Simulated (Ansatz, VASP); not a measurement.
# Cross-check of WS2 (Tungstenite) between VASP and Ansatz, part 2 of 2

Aim: how closely do two programs agree when they are given the same cell, functional and k mesh? The cell is taken from a series of runs on this material, whose earlier steps may have relaxed, scaled, displaced or heated it; both programs get it as it stands.

VASP 6.6.1 and Ansatz 0.2.0.

So far: Set-up; Ansatz: G0W0 gap, PBE, DFT+U.

## (3) VASP: G0W0 gap, PBE, DFT+U

Level of this step: G0W0 on PBE+U, no spin polarisation; plane waves and PAW (W_sv_GW, S_GW) (VASP).

The same cell, functional and mesh now go to VASP, with its own data sets.

Lines of VASP's logs that name or quote its potential files are left out, and so is its time.

The run reads the wave functions of an earlier VASP run, which isn't shown here.

Input file INCAR:

```
SYSTEM = WS2
PREC = Accurate
ENCUT = 340
ISMEAR = 0
SIGMA = 0.01
LREAL = .FALSE.
GGA = PE
NBANDS = 488
LASPH = .TRUE.
LMAXMIX = 4
ALGO = EVGW0
NELMGW = 1
ENCUTGW = 150
NOMEGA = 64
PRECFOCK = Fast
NBANDSGW = 40
LWAVE = .FALSE.
LCHARG = .FALSE.
```

Input file POSCAR:

```
WS2
1.0
    3.1800000000      0.0000000000      0.0000000000
   -1.5900000000      2.7539607840      0.0000000000
    0.0000000000      0.0000000000     12.5000000000
W S
2 4
Direct
    0.3333333333      0.6666666667      0.2500000000
    0.6666666667      0.3333333333      0.7500000000
    0.3333333333      0.6666666667      0.6250000000
    0.6666666667      0.3333333333      0.1250000000
    0.3333333333      0.6666666667      0.8750000000
    0.6666666667      0.3333333333      0.3750000000
```

Input file KPOINTS:

```
Automatic mesh
0
Gamma
6 6 2
0 0 0
```

The projector-augmented-wave data sets are W_sv_GW and S_GW (PBE family, release 64).

The run is started by

```bash
> mpirun -np 8 vasp_std
```

Numbers of over 12 decimals in the logs are rounded to 6 here.

The log of the run:

```text
[banner, memory and clock lines left out]
running    8 mpi-ranks, on    1 nodes
 distrk:  each k-point on    8 cores,    1 groups
 distr:  one band on    1 cores,    8 groups

 POSCAR found type information on POSCAR W S
 POSCAR found :  2 types and       6 ions
|                                                                             |
|           W    W    AA    RRRRR   N    N  II  N    N   GGGG   !!!           |
|           W    W   A  A   R    R  NN   N  II  NN   N  G    G  !!!           |
|           W    W  A    A  R    R  N N  N  II  N N  N  G       !!!           |
|           W WW W  AAAAAA  RRRRR   N  N N  II  N  N N  G  GGG   !            |
|           WW  WW  A    A  R   R   N   NN  II  N   NN  G    G                |
|           W    W  A    A  R    R  N    N  II  N    N   GGGG   !!!           |
|                                                                             |
|     For optimal performance we recommend to set                             |
|       NCORE = 2 up to number-of-cores-per-socket                            |
|     NCORE specifies how many cores store one orbital (NPAR=cpu/NCORE).      |
|     This setting can greatly improve the performance of VASP for DFT.       |
|     The default, NCORE=1 might be grossly inefficient on modern             |
|     multi-core architectures or massively parallel machines. Do your        |
|     Unfortunately you need to use the default for GW and RPA                |
|     calculations (for HF NCORE is supported but not extensively tested      |
|     yet).                                                                   |
|                                                                             |

|                                                                             |
|           W    W    AA    RRRRR   N    N  II  N    N   GGGG   !!!           |
|           W    W   A  A   R    R  NN   N  II  NN   N  G    G  !!!           |
|           W    W  A    A  R    R  N N  N  II  N N  N  G       !!!           |
|           W WW W  AAAAAA  RRRRR   N  N N  II  N  N N  G  GGG   !            |
|           WW  WW  A    A  R   R   N   NN  II  N   NN  G    G                |
|           W    W  A    A  R    R  N    N  II  N    N   GGGG   !!!           |
|                                                                             |
|     The default for ENCUTGWSOFT is different in this version of VASP.       |
|     please manually set ENCUTGWSOFT =150 in the INCAR file.                 |
|                                                                             |

 LDA part: xc-table for (Slater+PW92), standard interpolation
 found WAVECAR, reading the header
 POSCAR, INCAR and KPOINTS ok, starting setup
 FFT: planning ... GRIDC
 FFT: planning ... GRID_SOFT
 FFT: planning ... GRID
 reading WAVECAR
 the WAVECAR file was read successfully
 initial charge from wavefunction
 available memory per node:     29.31 GB, setting MAXMEM to     30009

 The Fermi energy was updated, please check that it is located mid-gap
 values below the HOMO (VB) or above the LUMO (CB) will cause erroneous energies
 E-fermi :   8.1012

 calculate exact exchange contribution
 the WAVEDER file was read successfully
|                                                                             |
|           W    W    AA    RRRRR   N    N  II  N    N   GGGG   !!!           |
|           W    W   A  A   R    R  NN   N  II  NN   N  G    G  !!!           |
|           W    W  A    A  R    R  N N  N  II  N N  N  G       !!!           |
|           W WW W  AAAAAA  RRRRR   N  N N  II  N  N N  G  GGG   !            |
|           WW  WW  A    A  R   R   N   NN  II  N   NN  G    G                |
|           W    W  A    A  R    R  N    N  II  N    N   GGGG   !!!           |
|                                                                             |
|     Automatic setting of frequency mesh for GW failed. Frequency mesh       |
|     properly not suitable for determining QP energies. Consider             |
|     increasing number of kpoints.                                           |
|                                                                             |

energies w=
    0.000    0.000    0.822    0.000    1.642    0.000    2.458    0.000
    3.270    0.000    4.074    0.000    4.871    0.000    5.658    0.000
    6.436    0.000    7.203    0.000    7.960    0.000    8.707    0.000
    9.444    0.000   10.170    0.000   10.888    0.000   11.597    0.000
   12.299    0.000   12.994    0.000   13.684    0.000   14.370    0.000
   15.053    0.000   15.734    0.000   16.416    0.000   17.099    0.000
   17.785    0.000   18.476    0.000   19.173    0.000   19.879    0.000
   20.596    0.000   21.326    0.000   22.071    0.000   22.834    0.000
   23.618    0.000   24.426    0.000   25.261    0.000   26.128    0.000
   27.031    0.000   27.974    0.000   28.964    0.000   30.006    0.000
   31.109    0.000   32.280    0.000   33.531    0.000   34.872    0.000
   36.317    0.000   37.884    0.000   39.591    0.000   41.464    0.000
   43.531    0.000   45.828    0.000   48.403    0.000   51.312    0.000
   54.630    0.000   58.454    0.000   62.914    0.000   68.185    0.000
   74.515    0.000   82.259    0.000   91.945    0.000  104.404    0.000
  121.008    0.000  144.206    0.000  178.840    0.000  236.005    0.000
 responsefunction array rank=     480
 LDA part: xc-table for (Slater+PW92), standard interpolation

 min. memory requirement per mpi rank    577.5 MB, per node   4620.1 MB

 allocating   8 responsefunctions rank=   480
 shmem allocating  64 responsefunctions rank=   480
 response function shared by NCSHMEM nodes    1
 Doing            8  frequencies on each core in blocks of           64
NQ=   1    0.0000    0.0000    0.0000,
|.........|.........|.........|.........|.........|.........|.........|.........
 performed       2276000 updates of chi_q(r,r)
 total number of BLAS operations       3903.72 Gflops
NQ=   2    0.1667    0.0000    0.0000,
|.........|.........|.........|.........|.........|.........|.........|.........
 performed       6348000 updates of chi_q(r,r)
 total number of BLAS operations      10412.91 Gflops
NQ=   3    0.3333    0.0000    0.0000,
|.........|.........|.........|.........|.........|.........|.........|.........
 performed      10420000 updates of chi_q(r,r)
 total number of BLAS operations      17306.21 Gflops
NQ=   4    0.5000    0.0000    0.0000,
|.........|.........|.........|.........|.........|.........|.........|.........
 performed      13477000 updates of chi_q(r,r)
 total number of BLAS operations      22258.69 Gflops
NQ=   5    0.1667    0.1667    0.0000,
|.........|.........|.........|.........|.........|.........|.........|.........
 performed      17549000 updates of chi_q(r,r)
 total number of BLAS operations      28826.25 Gflops
NQ=   6    0.3333    0.1667    0.0000,
|.........|.........|.........|.........|.........|.........|.........|.........
 performed      22089000 updates of chi_q(r,r)
 total number of BLAS operations      36445.90 Gflops
NQ=   7    0.3333    0.3333    0.0000,
|.........|.........|.........|.........|.........|.........|.........|.........
 performed      24755000 updates of chi_q(r,r)
 total number of BLAS operations      41299.89 Gflops
NQ=   8    0.0000    0.0000    0.5000,
|.........|.........|.........|.........|.........|.........|.........|.........
 performed      27031000 updates of chi_q(r,r)
 total number of BLAS operations      45288.38 Gflops
NQ=   9    0.1667    0.0000    0.5000,
|.........|.........|.........|.........|.........|.........|.........|.........
 performed      31103000 updates of chi_q(r,r)
 total number of BLAS operations      51826.72 Gflops
NQ=  10    0.3333    0.0000    0.5000,
|.........|.........|.........|.........|.........|.........|.........|.........
 performed      35175000 updates of chi_q(r,r)
 total number of BLAS operations      58780.09 Gflops
NQ=  11    0.5000    0.0000    0.5000,
|.........|.........|.........|.........|.........|.........|.........|.........
 performed      38232000 updates of chi_q(r,r)
 total number of BLAS operations      63776.69 Gflops
NQ=  12    0.1667    0.1667    0.5000,
|.........|.........|.........|.........|.........|.........|.........|.........
 performed      42304000 updates of chi_q(r,r)
 total number of BLAS operations      70141.07 Gflops
NQ=  13    0.3333    0.1667    0.5000,
|.........|.........|.........|.........|.........|.........|.........|.........
 performed      46844000 updates of chi_q(r,r)
 total number of BLAS operations      77961.67 Gflops
NQ=  14    0.3333    0.3333    0.5000,
|.........|.........|.........|.........|.........|.........|.........|.........
 performed      49510000 updates of chi_q(r,r)
 total number of BLAS operations      82397.67 Gflops
 resolving degeneracies of screened two electron integrals

 calculate QP shifts <psi_nk| G(iteration)W_0 |psi_nk>: iteration 1
 entering main loop
```

Parts of OUTCAR (step 3):

```text
ion  position               nearest neighbor table
   1  0.333  0.667  0.250-   4 2.41   6 2.41   4 2.41   6 2.41   4 2.41   6 2.41
   2  0.667  0.333  0.750-   3 2.41   5 2.41   3 2.41   5 2.41   3 2.41   5 2.41
   3  0.333  0.667  0.625-   2 2.41   2 2.41   2 2.41
   4  0.667  0.333  0.125-   1 2.41   1 2.41   1 2.41
   5  0.333  0.667  0.875-   2 2.41   2 2.41   2 2.41
   6  0.667  0.333  0.375-   1 2.41   1 2.41   1 2.41

  LATTYP: Found a hexagonal cell.
 ALAT       =     3.1800000000
 C/A-ratio  =     3.9308176101

 Subroutine GETGRP returns: Found 24 space group operations
 (whereof 12 operations were pure point group operations)

The static configuration has the point symmetry D_3d.
 The point group associated with its full space group is D_6h.

 Found     14 irreducible k-points:

   k-points           NKPTS =     14   k-points in BZ     NKDIM =     72   number of bands    NBANDS=    488

   dimension x,y,z NGX =    20 NGY =   20 NGZ =   80
   dimension x,y,z NGXF=    40 NGYF=   40 NGZF=  160

   ENCUT  =  340.0 eV  24.99 Ry    5.00 a.u.   4.78  4.78 18.79*2*pi/ulx,y,z

   NELECT =      52.0000    total number of electrons

  energy-cutoff  :      340.00
  volume of cell :      109.47
      direct lattice vectors                 reciprocal lattice vectors
     3.180000000  0.000000000  0.000000000     0.314465409  0.181556688  0.000000000
    -1.590000000  2.753960784  0.000000000     0.000000000  0.363113377  0.000000000
     0.000000000  0.000000000 12.500000000     0.000000000  0.000000000  0.080000000

 k-points in reciprocal lattice and weights: Automatic mesh
   0.00000000  0.00000000  0.00000000       0.014
   0.16666667  0.00000000  0.00000000       0.083
   0.33333333  0.00000000  0.00000000       0.083
   0.50000000  0.00000000  0.00000000       0.042
   0.16666667  0.16666667  0.00000000       0.083
   0.33333333  0.16666667  0.00000000       0.167
   0.33333333  0.33333333  0.00000000       0.028
   0.00000000  0.00000000  0.50000000       0.014
   0.16666667  0.00000000  0.50000000       0.083
[...]
0.33333333  0.16666667  0.50000000       0.167
   0.33333333  0.33333333  0.50000000       0.028

 E-fermi :   8.1012

 QP shifts <psi_nk| G(iteration)W_0 |psi_nk>: iteration 1
 for sc-GW calculations column KS-energies equals QP-energies in previous step
 and V_xc(KS)=  KS-energies - (<T + V_ion + V_H > + <T+V_H+V_ion>^1  + <V_x>^1)
 k-point   1 :       0.0000    0.0000    0.0000
  band No.  KS-energies  QP-energies   sigma(KS)   V_xc(KS)     V^pw_x(r,r')   Z            occupation Imag(sigma)
    ...
     23       5.3319       4.7756     -15.7183     -14.9890     -17.1307       0.7627       2.0000       0.2020
     24       5.9553       5.3465     -14.4950     -13.6976     -16.3278       0.7634       2.0000       0.2246
     25       6.4849       6.0061     -14.4706     -13.8457     -15.2358       0.7662       2.0000       0.1593
     26       7.5757       7.1882     -15.5230     -15.0158     -15.8507       0.7639       2.0000       0.1022
     27       9.8384      10.1278     -14.3970     -14.7742     -10.2501       0.7672       0.0000      -0.2535
     28       9.8384      10.1278     -14.3970     -14.7742     -10.2501       0.7672       0.0000      -0.2535
     29       9.8436      10.1319     -14.3297     -14.7053     -10.1735       0.7675       0.0000      -0.2540
     30       9.8436      10.1319     -14.3297     -14.7053     -10.1735       0.7675       0.0000      -0.2540
    ...

 k-point   2 :       0.1667    0.0000    0.0000
  band No.  KS-energies  QP-energies   sigma(KS)   V_xc(KS)     V^pw_x(r,r')   Z            occupation Imag(sigma)
    ...
     23       5.2207       4.6004     -14.3877     -13.5747     -16.2755       0.7629       2.0000       0.2393
     24       6.0406       5.4523     -14.5282     -13.7569     -16.3292       0.7627       2.0000       0.2178
     25       6.4029       5.9331     -14.8466     -14.2317     -15.7205       0.7639       2.0000       0.1673
     26       6.7674       6.3345     -15.1522     -14.5858     -15.8580       0.7643       2.0000       0.1442
     27       9.1466       9.3108     -13.8046     -14.0181      -9.9605       0.7689       0.0000      -0.2310
     28       9.5734       9.7903     -14.4702     -14.7547     -10.5666       0.7622       0.0000      -0.2504
     29       9.7105       9.9716     -14.2927     -14.6300     -10.0287       0.7741       0.0000      -0.2539
     30       9.7641       9.9963     -14.6622     -14.9675     -10.6393       0.7604       0.0000      -0.2665
    ...

 k-point   3 :       0.3333    0.0000    0.0000
  band No.  KS-energies  QP-energies   sigma(KS)   V_xc(KS)     V^pw_x(r,r')   Z            occupation Imag(sigma)
    ...
     23       5.2898       4.6548     -14.5648     -13.7242     -16.6267       0.7554       2.0000       0.2604
     24       5.3109       4.7400     -15.0778     -14.3291     -16.8837       0.7625       2.0000       0.2318
     25       5.5919       5.0798     -14.3853     -13.7170     -15.5907       0.7662       2.0000       0.2130
     26       5.8344       5.3374     -14.6988     -14.0498     -15.8580       0.7659       2.0000       0.2004
     27       9.2661       9.4240     -14.1352     -14.3408     -10.0808       0.7682       0.0000      -0.2517
     28       9.4738       9.6784     -15.2661     -15.5353     -11.0753       0.7599       0.0000      -0.2680
     29       9.6070       9.8198     -15.3953     -15.6758     -11.1485       0.7585       0.0000      -0.2774
     30       9.9759      10.1980     -14.8479     -15.1398     -10.5451       0.7607       0.0000      -0.2986
    ...

 k-point   4 :       0.5000    0.0000    0.0000
  band No.  KS-energies  QP-energies   sigma(KS)   V_xc(KS)     V^pw_x(r,r')   Z            occupation Imag(sigma)
    ...
     23       5.5105       4.9351     -14.6537     -13.9004     -16.4809       0.7638       2.0000       0.2251
     24       5.6698       5.1074     -14.8053     -14.0698     -16.5686       0.7647       2.0000       0.2166
     25       5.8580       5.3035     -13.9517     -13.2341     -15.2537       0.7728       2.0000       0.1985
     26       6.0298       5.5093     -14.3662     -13.6900     -15.5649       0.7698       2.0000       0.1896
     27       9.8333      10.0481     -16.2252     -16.5101     -11.6460       0.7540       0.0000      -0.3126
     28       9.8704      10.0864     -16.2447     -16.5315     -11.6430       0.7531       0.0000      -0.3163
     29      10.1545      10.3560     -15.2385     -15.5045     -10.6506       0.7577       0.0000      -0.3343
     30      10.3648      10.5891     -15.9462     -16.2439     -11.2009       0.7535       0.0000      -0.3595
    ...

[... 4 further parts left out ...]
```

## (4) Comparison

Known differences besides the potentials themselves: U acts on the PAW sphere in VASP and on atomic orbitals in Ansatz, so only states and trends compare; fixed occupations in Ansatz, narrow Gaussian smearing in VASP; the cutoff is 420 eV in Ansatz and 340 eV in VASP; Ansatz integrates over frequency by contour deformation, VASP on a grid of NOMEGA points; Ansatz's G0W0 levels solve the quasiparticle equation, VASP's are linearised. Total energies have different zeros and are not compared.

The two programs side by side:

| quantity | Ansatz | VASP | difference |
| --- | --- | --- | --- |
| G0W0 gap on the mesh (eV) | 1.45 | 1.56 | -0.11 |
| Kohn-Sham gap under it (eV) | 1.10 | 1.05 | +0.05 |

VASP's log warns that its frequency grid doesn't suit quasiparticle energies on this mesh.

## (5) What came out

```
difference in G0W0 gap on the mesh (G0W0 gap, PBE, DFT+U) : -0.11 eV
```

The difference in G0W0 gap on the mesh is -0.11 eV (G0W0 gap, PBE, DFT+U). How closely two codes agree says nothing of how well the functional describes the real material.

[Lines on the potential files, build, host, timing and source positions are cut from VASP's logs without a mark.]

[Logs are printed without paths, hosts, clocks, repeated set-up lines and the standing remarks that a program may print on its own settings, such as how far it seeks lower states.]

[Hosts, paths, dates, database ids (printed as entryN), source tags and the programs' standing remarks are cut or masked in the printed files.]
